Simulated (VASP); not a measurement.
# The easy axis of CrCoOs2, part 2 of 4

Aim: the energy of CrCoOs2 with the moments along several directions. The cell is invented: it takes the structure of COD entry 1525473, CrCoPt2 (space group 123 there), with some of its atoms replaced by other elements, volume scaled by an estimate. It may not be a known or stable phase.

VASP 6.6.1, plane waves and PAW; the level of theory is named at each step.

Still holding for the runs below: The magnetic state follows from one typed start and may not be the lowest. The k-mesh is coarse for a metal. A U on the itinerant d states of such a compound is hard to justify; it moves the bands at the Fermi level and favours large moments.

So far: Starting point; Relax from a ferromagnetic start.

## (2) Relax from a ferromagnetic start (continued)

Level of this step: PBE, DFT+U (Co d 6 eV, Cr d 5 eV), spin-polarised from a ferromagnetic start; plane waves and PAW (Os, Co, Cr); invented cell (VASP).

The steps of the relaxation:

```
step  energy less that of the first step (eV)  largest force (eV/Å)  pressure (GPa)  volume (Å³)
   1                                   0.0000                0.0000           12.52        53.98
   2                                   0.0229                0.0000          -11.82        60.84
   3                                  -0.1180                0.0000           -0.71        57.09
   4                                  -0.1425                0.0000           -0.46        57.13
   5                                  -0.1620                0.0000            0.56        57.17
   6                                  -0.1621                0.0000            0.34        57.17
   7                                  -0.1621                0.0000            0.51        57.17
   8                                  -0.1615                0.0000           -0.75        57.55
   9                                  -0.1622                0.0000            0.07        57.28
```

```
conventional cell, symmetrised  before  after  change
                         a (Å)   3.804  3.794  -0.3 %
                         b (Å)   3.804  3.794  -0.3 %
                         c (Å)   3.731  3.979  +6.7 %
              volume (Å³/atom)   13.50  14.32  +6.1 %
```

Final coordinates:

```xyz
4
Lattice="3.7941 0.0000 0.0000 0.0000 3.7941 0.0000 0.0000 0.0000 3.9793" Properties=species:S:1:pos:R:3 pbc="T T T"
Os    0.0000    1.8970    1.9896
Os    1.8970    0.0000    1.9896
Co    1.8970    1.8970    0.0000
Cr    0.0000    0.0000    0.0000
```

Numbers from this step:

| Property | Result |
| --- | --- |
| electronic cycles | 86 |
| electrons | 31 |
| free energy (TOTEN) | -30.28 eV |
| energy at zero smearing | -30.28 eV |
| Fermi energy | 7.686 eV |
| moment of the cell, from the last line of the log | 4.636 μB |
| labelled metallic, from the levels on this mesh | yes |

Spin moment in the PAW sphere by atom:

```
atom  spin moment in the PAW sphere (μB)
 Os1                               -0.71
 Os2                               -0.71
 Co3                                2.07
 Cr4                                3.89
```

The run ended after 9 ionic steps, 0.162 eV below its first step, once forces and stress met EDIFFG = -0.03.

## (3) Collinear ground state

The anisotropy comes from spin-orbit coupling, which is added later on top of this collinear state; its density is saved here.

Input file INCAR:

```
SYSTEM = CrCoOs2
PREC = Accurate
ENCUT = 350
EDIFF = 1E-07
NELM = 150
ISMEAR = 0
SIGMA = 0.05
LREAL = .FALSE.
ALGO = Normal
GGA = PE
NBANDS = 23
ISPIN = 2
MAGMOM = 0 0 2 3
LDAU = .TRUE.
LDAUTYPE = 2
LDAUL = -1 2 2
LDAUU = 0 6 5
LDAUJ = 0 0 0
LDAUPRINT = 1
LASPH = .TRUE.
LMAXMIX = 4
LORBIT = 11
LWAVE = .FALSE.
LCHARG = .TRUE.
KPAR = 4
AMIX = 0.2
BMIX = 1E-04
AMIX_MAG = 0.8
BMIX_MAG = 1E-04
```

Input file POSCAR:

```
CrCoOs2
1.0
    3.7940938200      0.0000000000      0.0000000000
    0.0000000000      3.7940938200      0.0000000000
    0.0000000000      0.0000000000      3.9792518847
Os Co Cr
2 1 1
Direct
    0.0000000000      0.5000000000      0.5000000000
    0.5000000000      0.0000000000      0.5000000000
    0.5000000000      0.5000000000      0.0000000000
    0.0000000000      0.0000000000      0.0000000000
```

Input file KPOINTS:

```
Automatic mesh
0
Gamma
6 6 5
0 0 0
```

PAW data sets: Os, Co and Cr (PBE family, release 64).

The run is started by

```sh
$ mpirun -np 4 vasp_std
```

Log:

```text
[... set-up lines as in an earlier step ...]
 entering main loop
       N       E                     dE             d eps       ncg     rms          rms(c)
DAV:   1     0.179060429661E+03    0.17906E+03   -0.10736E+04  2848   0.111E+03
DAV:   2    -0.121549158974E+02   -0.19122E+03   -0.17954E+03  2816   0.303E+02
DAV:   3    -0.301097733725E+02   -0.17955E+02   -0.16379E+02  3772   0.966E+01
DAV:   4    -0.310303241948E+02   -0.92055E+00   -0.90910E+00  3145   0.243E+01
DAV:   5    -0.310572264226E+02   -0.26902E-01   -0.26868E-01  3793   0.394E+00    0.225E+01
DAV:   6    -0.301395013249E+02    0.91773E+00   -0.12708E+01  4036   0.462E+01    0.201E+01
DAV:   7    -0.287826412416E+02    0.13569E+01   -0.51027E+00  4424   0.348E+01    0.116E+01
DAV:   8    -0.293441995527E+02   -0.56156E+00   -0.57486E+00  4059   0.291E+01    0.748E+00
DAV:   9    -0.296757849200E+02   -0.33159E+00   -0.58768E-01  4052   0.677E+00    0.531E+00
DAV:  10    -0.299174786976E+02   -0.24169E+00   -0.46918E-01  3886   0.654E+00    0.356E+00
DAV:  11    -0.301585567036E+02   -0.24108E+00   -0.55140E-01  4293   0.575E+00    0.220E+00
DAV:  12    -0.302282866606E+02   -0.69730E-01   -0.95562E-02  3570   0.548E+00    0.108E+00
DAV:  13    -0.302787942628E+02   -0.50508E-01   -0.39940E-02  4362   0.247E+00    0.700E-01
DAV:  14    -0.303082158563E+02   -0.29422E-01   -0.22410E-02  4358   0.193E+00    0.432E-01
DAV:  15    -0.303157320828E+02   -0.75162E-02   -0.79892E-03  4089   0.129E+00    0.266E-01
DAV:  16    -0.303179190693E+02   -0.21870E-02   -0.38399E-03  4076   0.841E-01    0.950E-02
DAV:  17    -0.303182727445E+02   -0.35368E-03   -0.73595E-04  3853   0.290E-01    0.612E-02
DAV:  18    -0.303182726606E+02    0.83985E-07   -0.10448E-04  3844   0.156E-01    0.375E-02
DAV:  19    -0.303182756432E+02   -0.29827E-05   -0.64405E-05  4468   0.138E-01    0.187E-02
DAV:  20    -0.303182836844E+02   -0.80411E-05   -0.11741E-05  4106   0.441E-02    0.893E-03
DAV:  21    -0.303182846227E+02   -0.93837E-06   -0.26041E-06  4467   0.214E-02    0.406E-03
DAV:  22    -0.303182847395E+02   -0.11679E-06   -0.42722E-07  2859   0.855E-03    0.292E-03
DAV:  23    -0.303182848799E+02   -0.14035E-06   -0.16701E-07  2114   0.591E-03    0.166E-03
DAV:  24    -0.303182849091E+02   -0.29191E-07   -0.10739E-07  1808   0.394E-03
   1 F= -.30318285E+02 E0= -.30315556E+02  d E =-.545773E-02  mag=     4.6446
```

Elapsed: 31 s, on 4 MPI ranks of AMD EPYC 7R43, shared host; peak memory 0.55 GiB.

From OUTCAR (step 3):

```text
  LATTYP: Found a simple tetragonal cell.
 ALAT       =     3.7940938200
 C/A-ratio  =     1.0488016569

The static configuration has the point symmetry D_4h.

 Found     30 irreducible k-points:

   k-points           NKPTS =     30   k-points in BZ     NKDIM =     30   number of bands    NBANDS=     23

   ENCUT  =  350.0 eV  25.72 Ry    5.07 a.u.   5.79  5.79  6.07*2*pi/ulx,y,z

   NELECT =      31.0000    total number of electrons

atom =   3  type =  2  l = 2

 onsite density matrix

spin component  1

  0.9460  0.0000  0.0000  0.0000  0.0000
  0.0000  0.9042  0.0000  0.0000  0.0000
  0.0000  0.0000  0.9669  0.0000  0.0000
  0.0000  0.0000  0.0000  0.9042  0.0000
  0.0000  0.0000  0.0000  0.0000  0.9461

spin component  2

  0.9274 -0.0000 -0.0000  0.0000 -0.0000
 -0.0000  0.8207  0.0000 -0.0000 -0.0000
 -0.0000  0.0000  0.0336 -0.0000  0.0000
  0.0000 -0.0000 -0.0000  0.8207  0.0000
 -0.0000 -0.0000  0.0000  0.0000  0.0502

 occupancies and eigenvectors

  o =  0.0336  v =  0.0000  0.0000  0.0000  0.0000  0.0000  0.0000  0.0000 -1.0000  0.0000 -0.0000      0.0000  0.0000  0.0000  0.0000  0.0000  0.0000  0.0000  0.0000  0.0000  0.0000
  o =  0.0502  v =  0.0000  0.0000  0.0000  0.0000  0.0000  0.0000  0.0000  0.0000 -0.0000 -1.0000      0.0000  0.0000  0.0000  0.0000  0.0000  0.0000  0.0000  0.0000  0.0000  0.0000
  o =  0.8207  v =  0.0000  0.0000  0.0000  0.0000  0.0000  0.0000 -0.7583 -0.0000  0.6519  0.0000      0.0000  0.0000  0.0000  0.0000  0.0000  0.0000  0.0000  0.0000  0.0000  0.0000
  o =  0.8207  v =  0.0000  0.0000  0.0000  0.0000  0.0000  0.0000  0.6519  0.0000  0.7583 -0.0000      0.0000  0.0000  0.0000  0.0000  0.0000  0.0000  0.0000  0.0000  0.0000  0.0000
  o =  0.9042  v =  0.0000 -0.9931  0.0000  0.1175  0.0000  0.0000  0.0000  0.0000  0.0000  0.0000      0.0000  0.0000  0.0000  0.0000  0.0000  0.0000  0.0000  0.0000  0.0000  0.0000
  o =  0.9042  v =  0.0000 -0.1175  0.0000 -0.9931  0.0000  0.0000  0.0000  0.0000  0.0000  0.0000      0.0000  0.0000  0.0000  0.0000  0.0000  0.0000  0.0000  0.0000  0.0000  0.0000
  o =  0.9274  v =  0.0000  0.0000  0.0000  0.0000  0.0000  1.0000  0.0000  0.0000  0.0000  0.0000      0.0000  0.0000  0.0000  0.0000  0.0000  0.0000  0.0000  0.0000  0.0000  0.0000
  o =  0.9460  v =  1.0000  0.0000  0.0000  0.0000  0.0000  0.0000  0.0000  0.0000  0.0000  0.0000      0.0000  0.0000  0.0000  0.0000  0.0000  0.0000  0.0000  0.0000  0.0000  0.0000
  o =  0.9461  v =  0.0000 -0.0000 -0.0000 -0.0000 -1.0000  0.0000  0.0000  0.0000  0.0000  0.0000      0.0000  0.0000  0.0000  0.0000  0.0000  0.0000  0.0000  0.0000  0.0000  0.0000
  o =  0.9669  v =  0.0000 -0.0000 -1.0000 -0.0000  0.0000  0.0000  0.0000  0.0000  0.0000  0.0000      0.0000  0.0000  0.0000  0.0000  0.0000  0.0000  0.0000  0.0000  0.0000  0.0000

atom =   4  type =  3  l = 2

 onsite density matrix

spin component  1

  0.9109 -0.0000  0.0000  0.0000 -0.0000
 -0.0000  0.7144 -0.0000  0.0000 -0.0000
  0.0000 -0.0000  0.9314 -0.0000 -0.0000
  0.0000  0.0000 -0.0000  0.7144  0.0000
 -0.0000 -0.0000 -0.0000  0.0000  0.8220

spin component  2

  0.0409 -0.0000  0.0000 -0.0000  0.0000
 -0.0000  0.0813 -0.0000  0.0000 -0.0000
  0.0000 -0.0000  0.0495 -0.0000 -0.0000
 -0.0000  0.0000 -0.0000  0.0813  0.0000
  0.0000 -0.0000 -0.0000  0.0000  0.0574

 occupancies and eigenvectors

  o =  0.0409  v =  0.0000  0.0000  0.0000  0.0000  0.0000  1.0000  0.0000 -0.0000  0.0000 -0.0000      0.0000  0.0000  0.0000  0.0000  0.0000  0.0000  0.0000  0.0000  0.0000  0.0000
  o =  0.0495  v =  0.0000  0.0000  0.0000  0.0000  0.0000 -0.0000 -0.0000 -1.0000 -0.0000 -0.0000      0.0000  0.0000  0.0000  0.0000  0.0000  0.0000  0.0000  0.0000  0.0000  0.0000
  o =  0.0574  v =  0.0000  0.0000  0.0000  0.0000  0.0000  0.0000 -0.0000 -0.0000  0.0000  1.0000      0.0000  0.0000  0.0000  0.0000  0.0000  0.0000  0.0000  0.0000  0.0000  0.0000
  o =  0.0813  v =  0.0000  0.0000  0.0000  0.0000  0.0000  0.0000 -0.3012  0.0000 -0.9536 -0.0000      0.0000  0.0000  0.0000  0.0000  0.0000  0.0000  0.0000  0.0000  0.0000  0.0000
  o =  0.0813  v =  0.0000  0.0000  0.0000  0.0000  0.0000  0.0000  0.9536 -0.0000 -0.3012  0.0000      0.0000  0.0000  0.0000  0.0000  0.0000  0.0000  0.0000  0.0000  0.0000  0.0000
  o =  0.7144  v =  0.0000  0.9944 -0.0000 -0.1059  0.0000  0.0000  0.0000  0.0000  0.0000  0.0000      0.0000  0.0000  0.0000  0.0000  0.0000  0.0000  0.0000  0.0000  0.0000  0.0000
  o =  0.7144  v =  0.0000  0.1059 -0.0000  0.9944 -0.0000  0.0000  0.0000  0.0000  0.0000  0.0000      0.0000  0.0000  0.0000  0.0000  0.0000  0.0000  0.0000  0.0000  0.0000  0.0000
  o =  0.8220  v =  0.0000  0.0000  0.0000 -0.0000 -1.0000  0.0000  0.0000  0.0000  0.0000  0.0000      0.0000  0.0000  0.0000  0.0000  0.0000  0.0000  0.0000  0.0000  0.0000  0.0000
  o =  0.9109  v =  1.0000  0.0000  0.0000  0.0000  0.0000  0.0000  0.0000  0.0000  0.0000  0.0000      0.0000  0.0000  0.0000  0.0000  0.0000  0.0000  0.0000  0.0000  0.0000  0.0000
  o =  0.9314  v =  0.0000 -0.0000 -1.0000 -0.0000 -0.0000  0.0000  0.0000  0.0000  0.0000  0.0000      0.0000  0.0000  0.0000  0.0000  0.0000  0.0000  0.0000  0.0000  0.0000  0.0000

 E-fermi :   7.6862

 spin component 1
 k-point     1 :       0.0000    0.0000    0.0000
  band No.  band energies     occupation
    ...
     10       4.5985      1.00000
     11       4.5985      1.00000
     12       4.8143      1.00000
     13       6.1114      1.00000
     14       6.6542      1.00000
     15       7.9081      0.00000
     16       7.9081      0.00000
     17       8.7951      0.00000
     18       9.1359      0.00000
     19       9.4675      0.00000
    ...

 k-point     2 :       0.1667    0.0000    0.0000
  band No.  band energies     occupation
    ...
     11       4.6575      1.00000
     12       4.7728      1.00000
     13       5.7444      1.00000
     14       6.6059      1.00000
     15       7.0848      1.00000
     16       7.8369      0.00001
     17       8.0873      0.00000
     18       8.0942      0.00000
     19       9.1589      0.00000
     20       9.3191      0.00000
    ...

 k-point     3 :       0.3333    0.0000    0.0000
  band No.  band energies     occupation
    ...
     14       6.0491      1.00000
     15       6.1505      1.00000
     16       7.0474      1.00000
     17       7.3245      1.00000
     18       7.5928      0.99588
     19       7.6913      0.44264
     20       8.0975      0.00000
     21       8.1314      0.00000
     22       9.3159      0.00000
     23      13.5927      0.00000

 k-point     4 :       0.5000    0.0000    0.0000
  band No.  band energies     occupation
    ...
     17       6.8933      1.00000
     18       7.0417      1.00000
     19       7.1090      1.00000
     20       7.3688      1.00000
     21       7.6184      0.97254
     22       9.2773      0.00000
     23      15.5004      0.00000

  Total       -0.0212122     -0.0212122     -0.1218749      0.0000000     -0.0000000      0.0000000
  in kB       -0.5933052     -0.5933052     -3.4088454      0.0000000     -0.0000000      0.0000000
  external PRESSURE =      -1.5318186 kB  Pullay stress =       0.0000000 kB

  energy-cutoff  :      350.00
  volume of cell :       57.28
      direct lattice vectors                 reciprocal lattice vectors
     3.794093820  0.000000000  0.000000000     0.263567547  0.000000000  0.000000000
     0.000000000  3.794093820  0.000000000     0.000000000  0.263567547  0.000000000
     0.000000000  0.000000000  3.979251885     0.000000000  0.000000000  0.251303519

 POSITION                                       TOTAL-FORCE (eV/Angst)
 -----------------------------------------------------------------------------------
      0.00000      1.89705      1.98963         0.000000      0.000000      0.000000
      1.89705      0.00000      1.98963         0.000000      0.000000      0.000000
      1.89705      1.89705      0.00000         0.000000      0.000000      0.000000
      0.00000      0.00000      0.00000         0.000000      0.000000      0.000000
 -----------------------------------------------------------------------------------
    total drift:                                0.000000     -0.000000     -0.000000

  FREE ENERGIE OF THE ION-ELECTRON SYSTEM (eV)
  ---------------------------------------------------
  free  energy   TOTEN  =       -30.3182849091 eV

  energy  without entropy=      -30.3128271755  energy(sigma->0) =      -30.31555604

 total charge
# of ion       s       p       d       tot
------------------------------------------
    1        0.659   0.558   6.004   7.221
    2        0.659   0.558   6.004   7.221
    3        0.421   0.461   7.294   8.175
    4        0.424   0.528   4.374   5.327
--------------------------------------------------
tot          2.164   2.106  23.675  27.945

 magnetization (x)
# of ion       s       p       d       tot
------------------------------------------
    1       -0.039   0.001  -0.657  -0.695
    2       -0.039   0.001  -0.657  -0.695
    3        0.011   0.034   2.012   2.057
    4        0.051   0.064   3.767   3.881
--------------------------------------------------
tot         -0.017   0.100   4.466   4.549

[... 2 parts as in an earlier step ...]

[... 11 further parts left out ...]
```

Numbers from this step:

```
electronic cycles                                 : 24
free energy (TOTEN)                               : -30.32 eV
energy at zero smearing                           : -30.32 eV
moment of the cell, from the last line of the log : 4.645 μB
```

Spin density in the ac plane at fractional y = 0.000, with atoms of Os and Cr within 0.2 Å of it.

Ten even steps from '_' (-0.3 e/Å³) to '@' (3.2 e/Å³), each cell a mean:
```
%%**--....__________..::==##
++--::..______________..::==
::....________________......
....______________________..
____________________________
____________________________
____________________________
____________________________
____________________________
..__________________________
......__________________....
==--....______________..::--
##++--....__________....--**
@@##==....__________..::++%%
```
Columns run along a (3.8 Å), rows up along c (4.0 Å). Atoms in or near the plane, at fractional coordinates: Os at (0.50, 0.50), Cr at (0.00, 0.00).

Valence density in the ac plane at fractional y = 0.000, with atoms of Os and Cr within 0.2 Å of it. It is the smooth field of the valence electrons, not physical close to the nuclei.

Values in e/Å³, 14 rows by 14 columns, each cell a mean:
```
2.9 2.2 1.2 0.4 0.2 0.2 0.2 0.2 0.2 0.2 0.2 0.6 1.4 2.5
1.7 1.3 0.7 0.3 0.2 0.2 0.2 0.2 0.2 0.2 0.2 0.4 0.8 1.4
0.6 0.5 0.3 0.3 0.3 0.3 0.4 0.4 0.4 0.3 0.3 0.3 0.4 0.6
0.3 0.3 0.3 0.3 0.4 0.6 0.7 0.8 0.7 0.5 0.4 0.3 0.3 0.3
0.2 0.2 0.3 0.4 0.6 0.9 1.2 1.2 1.1 0.9 0.6 0.3 0.2 0.2
0.2 0.2 0.3 0.5 0.8 1.2 1.5 1.6 1.4 1.1 0.7 0.4 0.3 0.2
0.2 0.2 0.3 0.5 0.9 1.3 1.7 1.9 1.6 1.2 0.8 0.4 0.3 0.2
0.2 0.2 0.3 0.5 0.8 1.2 1.6 1.7 1.5 1.1 0.7 0.4 0.3 0.2
0.2 0.2 0.3 0.4 0.7 1.1 1.3 1.4 1.3 1.0 0.6 0.4 0.2 0.2
0.2 0.2 0.3 0.3 0.5 0.7 0.9 0.9 0.8 0.6 0.4 0.3 0.3 0.2
0.5 0.4 0.3 0.3 0.3 0.4 0.5 0.5 0.4 0.4 0.3 0.3 0.3 0.4
1.3 1.0 0.5 0.3 0.3 0.2 0.3 0.3 0.3 0.2 0.3 0.3 0.6 1.1
2.7 2.0 1.1 0.4 0.2 0.2 0.2 0.2 0.2 0.2 0.2 0.5 1.3 2.2
3.5 2.7 1.5 0.5 0.2 0.2 0.2 0.2 0.2 0.2 0.3 0.7 1.7 3.0
```
Columns run along a (3.8 Å), rows up along c (4.0 Å). Atoms in or near the plane, at fractional coordinates: Os at (0.50, 0.50), Cr at (0.00, 0.00).

[end of part 2 of 4]

[Lines on the potential files, build, host, timing and source positions are cut from VASP's logs without a mark.]

[Logs are printed without paths, hosts, clocks, repeated set-up lines and the standing remarks that a program may print on its own settings, such as how far it seeks lower states.]

[Hosts, paths, dates, database ids (printed as entryN), source tags and the programs' standing remarks are cut or masked in the printed files.]

[Runs that stopped without an error message from VASP are left out.]

[In band tables of VASP the shares of atoms and orbitals are scaled to a sum of 1 inside the atoms' spheres.]
